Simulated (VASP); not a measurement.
An input for Quantum ESPRESSO's pw.x (written as the equivalent of a VASP run, and not itself run):

```
&CONTROL
  calculation = 'vc-relax'
  pseudo_dir = './pseudo'
  outdir = './out'
  tprnfor = .true.
  tstress = .true.
  nstep = 50
  forc_conv_thr = 0.00039
/
&SYSTEM
  ibrav = 0
  nat = 4
  ntyp = 2
  ecutwfc = 62
  occupations = 'smearing'
  smearing = 'gaussian'
  degauss = 0.000735
  input_dft = 'pbesol'
/
&ELECTRONS
  conv_thr = 7.3e-08
  electron_maxstep = 100
/
&IONS
/
&CELL
/
ATOMIC_SPECIES
  Tl 204.380 Tl.upf
  Br 79.904 Br.upf
CELL_PARAMETERS angstrom
     2.2097550   -6.2222700    0.0000000
     2.2097550    6.2222700    0.0000000
     0.0000000    0.0000000    4.9717600
ATOMIC_POSITIONS crystal
  Tl   0.3889300  0.6110700  0.7500000
  Tl   0.6110700  0.3889300  0.2500000
  Br   0.8632600  0.1367400  0.2500000
  Br   0.1367400  0.8632600  0.7500000
K_POINTS automatic
  5 5 4 0 0 0
```

Problem. Write the VASP files for the same calculation (PBEsol).

Solution. This is not unique; one that fits is 
### INCAR
```
SYSTEM = TlBr
PREC = Accurate
ENCUT = 300
EDIFF = 1E-6
NELM = 100
ALGO = Normal
LREAL = .FALSE.
LASPH = .TRUE.
ISMEAR = 0
SIGMA = 0.01
GGA = PS
LMAXMIX = 4
LWAVE = .FALSE.
LCHARG = .FALSE.
ISIF = 3
IBRION = 2
NSW = 50
EDIFFG = -0.01
```

POSCAR:
```
TlBr
1.0
  2.2097550000  -6.2222700000   0.0000000000
  2.2097550000   6.2222700000   0.0000000000
  0.0000000000   0.0000000000   4.9717600000
Tl Br
2 2
direct
  0.3889300000   0.6110700000   0.7500000000
  0.6110700000   0.3889300000   0.2500000000
  0.8632600000   0.1367400000   0.2500000000
  0.1367400000   0.8632600000   0.7500000000
```

**KPOINTS**
```
Automatic mesh
0
Gamma
5 5 4
0 0 0
```

POTCAR, in this order: Tl_d Br (PBE.64 set). Program: vasp_std.

The two are equivalent in intent, not identical: the potentials are each code's own (VASP's PAW set, PseudoDojo norm-conserving files in pw.x), so ENCUT and ecutwfc are chosen apart and not converted; conv_thr bounds pw.x's estimated SCF error, while EDIFF bounds the energy change between steps; forc_conv_thr acts on force components and is met together with etot_conv_thr.

The structure comes from a computed database's TlBr entry (Cmcm); how it stands against other phases isn't given here. This run relaxes it. Symmetry was kept, so distortions that lower it aren't found. The run is one of a series of settings (EDIFFG = -0.01, IBRION = 2, ISIF = 3, NSW = 50 against the base run), some of them coarse on purpose.
